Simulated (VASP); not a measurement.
# ZnH: changing the functional

```
Zn H
1.0
     0.00000    2.21594    2.21594
     2.21594    0.00000    2.21594
     2.21594    2.21594    0.00000
Zn H
1 1
Cartesian
  0.0000 0.0000 0.0000
  1.1080 1.1080 1.1080
```

The cell comes from a database or a generator and needn't be the stable form of this composition.

Kept alike: task band structure; k mesh 10 × 10 × 10; occupations fermi-dirac, width 0.05 eV; no spin polarisation. Program: VASP, PAW files H, Zn, 520 eV. The mesh is that of the run's cell of 2 atoms. No spin-orbit coupling.

```csv
functional,pressure (GPa)
AM05,-2.96
BLYP,5.27
LDA,-4.92
PBE,0.31
PBEsol,-3.08
PW91,0.35
RPBE,2.39
SCAN,-3.52
TPSS,-2.83
r2SCAN,-2.56
revPBE,1.82
```

Pressure is positive in compression; the values hold the error of the finite cutoff, so their zero can differ a little from the energy's minimum. For a metal such a mesh leaves the last digits unconverged. Runs of this series that gave no sound value for these columns are left out. Potentials were made for PBE (AM05, BLYP, PBE, PBEsol, PW91, RPBE, SCAN, TPSS, r2SCAN, revPBE); LDA (LDA).

The pressure runs from -4.92 (LDA) to 5.27 GPa (BLYP). From PBE: AM05 -3.27; BLYP +4.96; LDA -5.23; PBEsol -3.39; PW91 +0.04; RPBE +2.08; SCAN -3.83; TPSS -3.14; r2SCAN -2.87; revPBE +1.51. A positive pressure means that the functional's own cell is larger than the one given, a negative one that it is smaller.
